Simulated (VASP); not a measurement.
# GaP: quasiparticle gap under strain, part 3 of 4

Wanted: the deformation potential of the gap of GaP, from G0W0. The cell is of the zinc-blende type, one of the forms listed for this formula, which need not be the common one. The start is a cell from a database of measured crystal structures.

VASP 6.6.1, plane waves and PAW; the level of theory is named at each step.

So far, quasiparticle gap on the mesh (eV): step 3 (G0W0) 2.18; step 6 (scale 0.94) 2.07.

### Step 9. G0W0, scale 0.97

This step: G0W0 on PBE; plane waves and PAW (Ga_d_GW, P_GW) (VASP 6.6.1).

File INCAR:

```
SYSTEM = GaP
PREC = Accurate
ENCUT = 430
ISMEAR = 0
SIGMA = 0.01
LREAL = .FALSE.
GGA = PE
NBANDS = 176
ALGO = EVGW0
NELMGW = 1
ENCUTGW = 150
NOMEGA = 48
PRECFOCK = Fast
NBANDSGW = 24
LWAVE = .FALSE.
LCHARG = .FALSE.
```

File POSCAR:

```
GaP
1.0
    0.0000000000      2.6977203400      2.6977203400
    2.6977203400      0.0000000000      2.6977203400
    2.6977203400      2.6977203400      0.0000000000
Ga P
1 1
Direct
    0.0000000000      0.0000000000      0.0000000000
    0.7500000000      0.7500000000      0.7500000000
```

File KPOINTS:

```
Automatic mesh
0
Gamma
6 6 6
0 0 0
```

Potentials, in the order of the species: Ga_d_GW and P_GW (PBE family, release 64).

Run with:

```
$ mpirun -np 8 vasp_std
```

The log of the run:

```text
[banner, memory and clock lines left out]
running    8 mpi-ranks, on    1 nodes
[...]
[... a notice as in an earlier step ...]

 [... a notice as in an earlier step ...]

 LDA part: xc-table for (Slater+PW92), standard interpolation
 found WAVECAR, reading the header
 POSCAR, INCAR and KPOINTS ok, starting setup
[...]
reading WAVECAR
 the WAVECAR file was read successfully
 initial charge from wavefunction
 available memory per node:     67.30 GB, setting MAXMEM to     68910

 The Fermi energy was updated, please check that it is located mid-gap
 values below the HOMO (VB) or above the LUMO (CB) will cause erroneous energies
 E-fermi :   5.4628

 calculate exact exchange contribution
 the WAVEDER file was read successfully
energies w=
    0.000    0.000    0.582    0.000    1.161    0.000    1.736    0.000
    2.304    0.000    2.864    0.000    3.415    0.000    3.956    0.000
    4.486    0.000    5.007    0.000    5.519    0.000    6.023    0.000
[...]
total number of BLAS operations       3765.15 Gflops
NQ=  12   -0.3333    0.3333    0.0000,
|.........|.........|.........|.........|.........|.........|.........|.........
 performed      19342000 updates of chi_q(r,r)
 total number of BLAS operations       4194.74 Gflops
NQ=  13    0.5000    0.5000    0.0000,
|.........|.........|.........|.........|.........|.........|.........|.........
 performed      20379000 updates of chi_q(r,r)
 total number of BLAS operations       4446.13 Gflops
NQ=  14    0.5000    0.3333    0.1667,
|.........|.........|.........|.........|.........|.........|.........|.........
 performed      22717000 updates of chi_q(r,r)
 total number of BLAS operations       4943.26 Gflops
NQ=  15   -0.3333    0.3333    0.1667,
|.........|.........|.........|.........|.........|.........|.........|.........
 performed      24920000 updates of chi_q(r,r)
 total number of BLAS operations       5440.85 Gflops
NQ=  16   -0.3333    0.5000    0.1667,
|.........|.........|.........|.........|.........|.........|.........|.........
 performed      26743000 updates of chi_q(r,r)
 total number of BLAS operations       5823.71 Gflops
 resolving degeneracies of screened two electron integrals

 calculate QP shifts <psi_nk| G(iteration)W_0 |psi_nk>: iteration 1
 entering main loop
```

Run time: 3.1 min. Hardware: 8 MPI ranks of Intel Xeon Platinum 8259CL at 2.50GHz (Skylake/Cascade Lake), shared host; peak memory 2.4 GiB; 25 min of CPU time.

OUTCAR, selected parts (step 9):

```text
 QP shifts <psi_nk| G(iteration)W_0 |psi_nk>: iteration 1
 for sc-GW calculations column KS-energies equals QP-energies in previous step
 and V_xc(KS)=  KS-energies - (<T + V_ion + V_H > + <T+V_H+V_ion>^1  + <V_x>^1)
 k-point   1 :       0.0000    0.0000    0.0000
  band No.  KS-energies  QP-energies   sigma(KS)   V_xc(KS)     V^pw_x(r,r')   Z            occupation Imag(sigma)
    ...
      6      -8.0558      -8.5861     -12.2359     -11.4156     -18.7965       0.6465       2.0000       1.0280
      7       4.6722       4.0711     -13.5044     -12.7177     -14.4819       0.7642       2.0000       0.0318
      8       4.6722       4.0711     -13.5044     -12.7177     -14.4819       0.7642       2.0000       0.0318
      9       4.6722       4.0711     -13.5044     -12.7177     -14.4819       0.7642       2.0000       0.0318
     10       6.7475       7.0749     -11.2224     -11.6473      -7.0571       0.7706       0.0000      -0.0701
     11       8.5423       8.7273     -10.3491     -10.5897      -6.0110       0.7689       0.0000      -0.0770
     12       8.5423       8.7273     -10.3491     -10.5897      -6.0110       0.7689       0.0000      -0.0770
     13       8.5423       8.7273     -10.3491     -10.5897      -6.0110       0.7689       0.0000      -0.0770
    ...

[... 2 parts as in an earlier step ...]

[... 1 further part left out ...]
[key lines of the parts left out:]
E-fermi :   5.4628
```

The gap is now 2.127 eV, -48 meV against the unstrained cell. Spin-orbit coupling is left out.

### Step 10. Ground state of a strained cell, scale 1.03

This step: PBE; plane waves and PAW (Ga_d_GW, P_GW) (VASP 6.6.1).

The volume is scaled by 1.03, at the same cutoff, mesh and band count, and the chain is run again.

File INCAR:

```
SYSTEM = GaP
PREC = Accurate
ENCUT = 430
EDIFF = 1E-08
NELM = 100
ISMEAR = 0
SIGMA = 0.01
LREAL = .FALSE.
ALGO = Normal
GGA = PE
NBANDS = 15
LORBIT = 11
LWAVE = .TRUE.
LCHARG = .FALSE.
KPAR = 8
```

File POSCAR:

```
GaP
1.0
    0.0000000000      2.7522344282      2.7522344282
    2.7522344282      0.0000000000      2.7522344282
    2.7522344282      2.7522344282      0.0000000000
Ga P
1 1
Direct
    0.0000000000      0.0000000000      0.0000000000
    0.7500000000      0.7500000000      0.7500000000
```

KPOINTS is that of step 9.

Run with:

```
$ mpirun -np 8 vasp_std
```

The log of the run:

```text
[... set-up lines as in an earlier step ...]
 entering main loop
       N       E                     dE             d eps       ncg     rms          rms(c)
DAV:   1     0.116170239184E+03    0.11617E+03   -0.95050E+03   512   0.134E+03
DAV:   2    -0.550009579822E+00   -0.11672E+03   -0.11356E+03   515   0.322E+02
DAV:   3    -0.904480448136E+01   -0.84948E+01   -0.84479E+01   662   0.107E+02
DAV:   4    -0.936542652117E+01   -0.32062E+00   -0.32051E+00   746   0.220E+01
[...]
DAV:  12    -0.909256760165E+01   -0.63828E-06   -0.14830E-06   616   0.975E-03    0.333E-04
DAV:  13    -0.909256757797E+01    0.23685E-07   -0.55895E-08   646   0.159E-03    0.105E-04
DAV:  14    -0.909256758064E+01   -0.26744E-08   -0.57242E-09   521   0.654E-04
   1 F= -.90925676E+01 E0= -.90925676E+01  d E =-.253801E-11
 writing wavefunctions
```

The job ended after 3.4 s (8 MPI ranks; peak memory 1.3 GiB; 22 s of CPU time).

Parts of OUTCAR (step 10):

```text
  Total        0.0115987      0.0115987      0.0115987      0.0000000      0.0000000      0.0000000
  in kB        0.4456905      0.4456905      0.4456905      0.0000000      0.0000000      0.0000000
  external PRESSURE =       0.4456905 kB  Pullay stress =       0.0000000 kB

 POSITION                                       TOTAL-FORCE (eV/Angst)
 -----------------------------------------------------------------------------------
      0.00000      0.00000      0.00000         0.000000      0.000000      0.000000
      4.12835      4.12835      4.12835        -0.000000     -0.000000     -0.000000
 -----------------------------------------------------------------------------------
    total drift:                               -0.000010     -0.000010     -0.000010

  FREE ENERGIE OF THE ION-ELECTRON SYSTEM (eV)
  ---------------------------------------------------
  free  energy   TOTEN  =        -9.0925675806 eV

  energy  without entropy=       -9.0925675806  energy(sigma->0) =       -9.09256758

[... 1 part as in an earlier step ...]

[... 2 further parts left out ...]
[key lines of the parts left out:]
E-fermi :   4.1184
```

The run ends at a pressure of 0.04 GPa.

### Step 11. Empty bands, scale 1.03

The empty bands are made again, for the run that follows.

File INCAR:

```
SYSTEM = GaP
PREC = Accurate
ENCUT = 430
ISMEAR = 0
SIGMA = 0.01
LREAL = .FALSE.
GGA = PE
NBANDS = 176
ALGO = Exact
NELM = 1
LWAVE = .TRUE.
LCHARG = .FALSE.
LOPTICS = .TRUE.
NEDOS = 1000
CSHIFT = 0.1
```

POSCAR is that of step 10.

KPOINTS is that of step 10.

Run with:

```
$ mpirun -np 8 vasp_std
```

The log of the run:

```text
[... set-up lines as in an earlier step ...]
 entering main loop
       N       E                     dE             d eps       ncg     rms          rms(c)
DIA:   1    -0.909256758316E+01   -0.90926E+01    0.00000E+00     0   0.000E+00
   1 F= -.90925676E+01 E0= -.90925676E+01  d E =-.805681E-17
 writing wavefunctions
 optical routines
 imaginary and real dielectric function
 recalculating local potential from charge density
 direction            1
 direction            2
 direction            3
```

Wall time 6.4 s (8 MPI ranks); peak memory 1.2 GiB; 47 s of CPU time.

From OUTCAR (step 11):

```text
  Total        0.0129419      0.0129419      0.0129419      0.0000000      0.0000000      0.0000000
  in kB        0.4973041      0.4973041      0.4973041      0.0000000      0.0000000      0.0000000
  external PRESSURE =       0.4973041 kB  Pullay stress =       0.0000000 kB

 POSITION                                       TOTAL-FORCE (eV/Angst)
 -----------------------------------------------------------------------------------
      0.00000      0.00000      0.00000         0.000000     -0.000000      0.000000
      4.12835      4.12835      4.12835        -0.000000      0.000000     -0.000000
 -----------------------------------------------------------------------------------
    total drift:                               -0.000010     -0.000010     -0.000010

  FREE ENERGIE OF THE ION-ELECTRON SYSTEM (eV)
  ---------------------------------------------------
  free  energy   TOTEN  =        -9.0925675832 eV

  energy  without entropy=       -9.0925675832  energy(sigma->0) =       -9.09256758

[... 2 parts as in an earlier step ...]

[... 1 further part left out ...]
[key lines of the parts left out:]
E-fermi :   4.1316
```

### Step 12. G0W0, scale 1.03

This step: G0W0 on PBE; plane waves and PAW (Ga_d_GW, P_GW) (VASP 6.6.1).

File INCAR:

```
SYSTEM = GaP
PREC = Accurate
ENCUT = 430
ISMEAR = 0
SIGMA = 0.01
LREAL = .FALSE.
GGA = PE
NBANDS = 176
ALGO = EVGW0
NELMGW = 1
ENCUTGW = 150
NOMEGA = 48
PRECFOCK = Fast
NBANDSGW = 24
LWAVE = .FALSE.
LCHARG = .FALSE.
```

POSCAR is that of step 11.

KPOINTS is that of step 11.

Run with:

```
$ mpirun -np 8 vasp_std
```

The log of the run:

```text
[banner, memory and clock lines left out]
running    8 mpi-ranks, on    1 nodes
[...]
[... a notice as in an earlier step ...]

 [... a notice as in an earlier step ...]

 LDA part: xc-table for (Slater+PW92), standard interpolation
 found WAVECAR, reading the header
 POSCAR, INCAR and KPOINTS ok, starting setup
[...]
reading WAVECAR
 the WAVECAR file was read successfully
 initial charge from wavefunction
 available memory per node:     66.82 GB, setting MAXMEM to     68423

 The Fermi energy was updated, please check that it is located mid-gap
 values below the HOMO (VB) or above the LUMO (CB) will cause erroneous energies
 E-fermi :   4.8657

 calculate exact exchange contribution
 the WAVEDER file was read successfully
energies w=
    0.000    0.000    0.580    0.000    1.158    0.000    1.732    0.000
    2.298    0.000    2.857    0.000    3.407    0.000    3.946    0.000
    4.476    0.000    4.996    0.000    5.507    0.000    6.009    0.000
[...]
total number of BLAS operations       4158.58 Gflops
NQ=  12   -0.3333    0.3333    0.0000,
|.........|.........|.........|.........|.........|.........|.........|.........
 performed      19342000 updates of chi_q(r,r)
 total number of BLAS operations       4588.17 Gflops
NQ=  13    0.5000    0.5000    0.0000,
|.........|.........|.........|.........|.........|.........|.........|.........
 performed      20379000 updates of chi_q(r,r)
 total number of BLAS operations       4887.92 Gflops
NQ=  14    0.5000    0.3333    0.1667,
|.........|.........|.........|.........|.........|.........|.........|.........
 performed      22717000 updates of chi_q(r,r)
 total number of BLAS operations       5480.76 Gflops
NQ=  15   -0.3333    0.3333    0.1667,
|.........|.........|.........|.........|.........|.........|.........|.........
 performed      24920000 updates of chi_q(r,r)
 total number of BLAS operations       6002.32 Gflops
NQ=  16   -0.3333    0.5000    0.1667,
|.........|.........|.........|.........|.........|.........|.........|.........
 performed      26743000 updates of chi_q(r,r)
 total number of BLAS operations       6433.91 Gflops
 resolving degeneracies of screened two electron integrals

 calculate QP shifts <psi_nk| G(iteration)W_0 |psi_nk>: iteration 1
 entering main loop
```

Run time: 3.1 min. Hardware: 8 MPI ranks; peak memory 2.5 GiB.

Parts of OUTCAR (step 12):

```text
 QP shifts <psi_nk| G(iteration)W_0 |psi_nk>: iteration 1
 for sc-GW calculations column KS-energies equals QP-energies in previous step
 and V_xc(KS)=  KS-energies - (<T + V_ion + V_H > + <T+V_H+V_ion>^1  + <V_x>^1)
 k-point   1 :       0.0000    0.0000    0.0000
  band No.  KS-energies  QP-energies   sigma(KS)   V_xc(KS)     V^pw_x(r,r')   Z            occupation Imag(sigma)
    ...
      6      -8.1991      -8.6692     -12.0628     -11.3195     -18.5794       0.6324       2.0000       0.9852
      7       4.0769       3.4989     -13.2717     -12.5087     -14.2313       0.7576       2.0000       0.0373
      8       4.0769       3.4989     -13.2717     -12.5087     -14.2313       0.7576       2.0000       0.0373
      9       4.0769       3.4989     -13.2717     -12.5087     -14.2313       0.7576       2.0000       0.0373
     10       5.6546       5.9609     -11.2083     -11.6073      -7.2720       0.7677       0.0000      -0.0660
     11       7.9630       8.1291     -10.1752     -10.3934      -5.8391       0.7614       0.0000      -0.0802
     12       7.9630       8.1291     -10.1752     -10.3934      -5.8391       0.7614       0.0000      -0.0802
     13       7.9630       8.1291     -10.1752     -10.3934      -5.8391       0.7614       0.0000      -0.0802
    ...

[... 2 parts as in an earlier step ...]

[... 1 further part left out ...]
[key lines of the parts left out:]
E-fermi :   4.8657
```

The gap is now 2.218 eV, +42 meV against the unstrained cell. Spin-orbit coupling is left out.

### Step 13. Ground state of a strained cell, scale 1.06

This step: PBE; plane waves and PAW (Ga_d_GW, P_GW) (VASP 6.6.1).

The volume is scaled by 1.06, at the same cutoff, mesh and band count, and the chain is run again.

File INCAR:

```
SYSTEM = GaP
PREC = Accurate
ENCUT = 430
EDIFF = 1E-08
NELM = 100
ISMEAR = 0
SIGMA = 0.01
LREAL = .FALSE.
ALGO = Normal
GGA = PE
NBANDS = 15
LORBIT = 11
LWAVE = .TRUE.
LCHARG = .FALSE.
KPAR = 8
```

File POSCAR:

```
GaP
1.0
    0.0000000000      2.7786998443      2.7786998443
    2.7786998443      0.0000000000      2.7786998443
    2.7786998443      2.7786998443      0.0000000000
Ga P
1 1
Direct
    0.0000000000      0.0000000000      0.0000000000
    0.7500000000      0.7500000000      0.7500000000
```

KPOINTS is that of step 12.

Run with:

```
$ mpirun -np 8 vasp_std
```

The log of the run:

```text
[... set-up lines as in an earlier step ...]
 entering main loop
       N       E                     dE             d eps       ncg     rms          rms(c)
DAV:   1     0.113643600184E+03    0.11364E+03   -0.95522E+03   520   0.131E+03
DAV:   2    -0.104196653622E+01   -0.11469E+03   -0.11129E+03   550   0.314E+02
DAV:   3    -0.904739932753E+01   -0.80054E+01   -0.79699E+01   655   0.104E+02
DAV:   4    -0.935076775090E+01   -0.30337E+00   -0.30322E+00   729   0.209E+01
[...]
DAV:  12    -0.908618169103E+01   -0.64649E-06   -0.16936E-06   623   0.931E-03    0.671E-04
DAV:  13    -0.908618165828E+01    0.32752E-07   -0.89794E-08   682   0.179E-03    0.122E-04
DAV:  14    -0.908618166262E+01   -0.43356E-08   -0.85913E-09   567   0.722E-04
   1 F= -.90861817E+01 E0= -.90861817E+01  d E =-.194342E-49
 writing wavefunctions
```

The job ended after 3.4 s (8 MPI ranks; peak memory 1.3 GiB; 23 s of CPU time).

From OUTCAR (step 13):

```text
  Total       -0.5468639     -0.5468639     -0.5468639     -0.0000000     -0.0000000     -0.0000000
  in kB      -20.4190229    -20.4190229    -20.4190229     -0.0000000     -0.0000000     -0.0000000
  external PRESSURE =     -20.4190229 kB  Pullay stress =       0.0000000 kB

 POSITION                                       TOTAL-FORCE (eV/Angst)
 -----------------------------------------------------------------------------------
      0.00000      0.00000      0.00000         0.000000      0.000000     -0.000000
      4.16805      4.16805      4.16805        -0.000000     -0.000000      0.000000
 -----------------------------------------------------------------------------------
    total drift:                               -0.000010     -0.000010     -0.000010

  FREE ENERGIE OF THE ION-ELECTRON SYSTEM (eV)
  ---------------------------------------------------
  free  energy   TOTEN  =        -9.0861816626 eV

  energy  without entropy=       -9.0861816626  energy(sigma->0) =       -9.08618166

[... 1 part as in an earlier step ...]

[... 2 further parts left out ...]
[key lines of the parts left out:]
E-fermi :   3.9082
```

The run ends at a pressure of -2.04 GPa.

### Step 14. Empty bands, scale 1.06

The empty bands are made again, for the run that follows.

File INCAR:

```
SYSTEM = GaP
PREC = Accurate
ENCUT = 430
ISMEAR = 0
SIGMA = 0.01
LREAL = .FALSE.
GGA = PE
NBANDS = 176
ALGO = Exact
NELM = 1
LWAVE = .TRUE.
LCHARG = .FALSE.
LOPTICS = .TRUE.
NEDOS = 1000
CSHIFT = 0.1
```

POSCAR is that of step 13.

KPOINTS is that of step 13.

Run with:

```
$ mpirun -np 8 vasp_std
```

The log of the run:

```text
[... set-up lines as in an earlier step ...]
 entering main loop
       N       E                     dE             d eps       ncg     rms          rms(c)
DIA:   1    -0.908618166743E+01   -0.90862E+01    0.00000E+00     0   0.000E+00
   1 F= -.90861817E+01 E0= -.90861817E+01  d E =-.790378-102
 writing wavefunctions
 optical routines
 imaginary and real dielectric function
 recalculating local potential from charge density
 direction            1
 direction            2
 direction            3
```

The job ended after 6.8 s (8 MPI ranks; peak memory 1.2 GiB).

Parts of OUTCAR (step 14):

```text
  Total       -0.5454321     -0.5454321     -0.5454321      0.0000000      0.0000000      0.0000000
  in kB      -20.3655614    -20.3655614    -20.3655614      0.0000000      0.0000000      0.0000000
  external PRESSURE =     -20.3655614 kB  Pullay stress =       0.0000000 kB

 POSITION                                       TOTAL-FORCE (eV/Angst)
 -----------------------------------------------------------------------------------
      0.00000      0.00000      0.00000        -0.000000     -0.000000     -0.000000
      4.16805      4.16805      4.16805         0.000000      0.000000      0.000000
 -----------------------------------------------------------------------------------
    total drift:                               -0.000010     -0.000010     -0.000010

  FREE ENERGIE OF THE ION-ELECTRON SYSTEM (eV)
  ---------------------------------------------------
  free  energy   TOTEN  =        -9.0861816674 eV

  energy  without entropy=       -9.0861816674  energy(sigma->0) =       -9.08618167

[... 2 parts as in an earlier step ...]

[... 1 further part left out ...]
[key lines of the parts left out:]
E-fermi :   3.9560
```

(Continued in part 4 of 4.)

[Lines on the potential files, build, host, timing and source positions are cut from VASP's logs without a mark.]

[Logs are printed without paths, hosts, clocks, repeated set-up lines and the standing remarks that a program may print on its own settings, such as how far it seeks lower states.]

[Hosts, paths, dates, database ids (printed as entryN), source tags and the programs' standing remarks are cut or masked in the printed files.]

[Pressures printed for these runs are not shown converged in the cutoff: they can be off by several GPa and have the wrong sign.]

[In band tables of VASP the shares of atoms and orbitals are scaled to a sum of 1 inside the atoms' spheres.]
